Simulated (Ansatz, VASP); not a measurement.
## Two plane-wave programs on BeAs

```
CELL_PARAMETERS angstrom
0.00000 2.58669 2.58669
2.58669 0.00000 2.58669
2.58669 2.58669 0.00000
ATOMIC_POSITIONS crystal
Be 0.00000 0.00000 0.00000
As 0.25000 0.25000 0.25000
```

Alike in both runs: functional PBE; k mesh 18 × 18 × 18; occupations gaussian, width 0.1 eV; no spin polarisation.

Ansatz relaxed the structure, and its values are those at the end. VASP's run is a single point on that final structure, the one shown.

```csv
,VASP,Ansatz
version,VASP 6.6.1,Ansatz 0.2.0
potentials or method,"VASP PAW PBE potentials, release 64 (Be, As)","scalar-relativistic, plane waves, PAW"
plane-wave cutoff (eV),520,420
valence electrons in the cell,7,17
```

|  | VASP | Ansatz | Ansatz less VASP |
| --- | --- | --- | --- |
| gap on the k mesh at the Fermi level (eV) | none | none | - |
| pressure (GPa) | 0.2 | 0.0 | -0.24 |

A gap of «none» marks a metal or a gap that the smearing closes. The functional is the same, so the differences come from potentials, cutoffs and numerics. The two sets of potentials don't hold the same shells in valence.
